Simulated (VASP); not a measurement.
# Bulk modulus against bond length in zinc-blende II-VI compounds

r2SCAN in VASP (plane waves, PAW). Static lattice, from a third-order Birch-Murnaghan fit over five volumes at each level. The bond length is the nearest-neighbour distance.

Here d stands for bond length and y for ln of B0 in GPa.

| solid | bond length (Å) | ln of B0 in GPa | cut-off (eV) |
|---|---|---|---|
| BeS | 2.110 | 4.575 | 520 |
| ZnS | 2.334 | 4.359 | 520 |
| BeTe | 2.452 | 4.089 | 520 |
| ZnSe | 2.454 | 4.186 | 520 |
| CdS | 2.550 | 4.103 | 520 |
| CdTe | 2.842 | 3.695 | 520 |
| HgTe | 2.848 | ? | 520 |

Taking a straight line in ln d for y over the 6 complete rows: With u = ln d - 0.89, the rows have u = -0.14331, -0.04242, 0.00690, 0.00772, 0.04609, 0.15451. Means: u 0.0049150, y 4.1678. About the means, the sum of products is -0.14291 and the sum of squares of u is 0.048297; the slope is their ratio. Least squares gives y = 4.1824 - 2.9590·u. Residuals (row less fit): -0.0315, 0.0511, -0.0730, 0.0264, 0.0570, -0.0302; standard error 0.0587 (degrees of freedom: 4). The slope is -2.96 with a standard error of 0.27. So B0 goes as d to the power -3.0 over these rows; such a law is empirical and holds within one kind of bonding.

What does the fit predict for y at d = 2.848, and how far is the calculated value from it?

u = 0.15662, so y = 4.1824 - 2.9590 × 0.15662 = 3.7190. The calculation gives 3.688, 0.0310 below the prediction (3.5 % of the range of y in the table). The row lies outside the fitted rows, so this is an extrapolation. From the scatter of the fitted rows alone, a prediction at this place has a standard error of 0.0752, so the miss is 0.4 times that.

The run's B0 for HgTe is 40 GPa. CdS is here a metastable form; wurtzite is the usual one. The rows are a random draw from the solids of this series computed here; series whose standard error about the line passes 12 to 30 % of the range of y, or with no trend, aren't shown in this form.
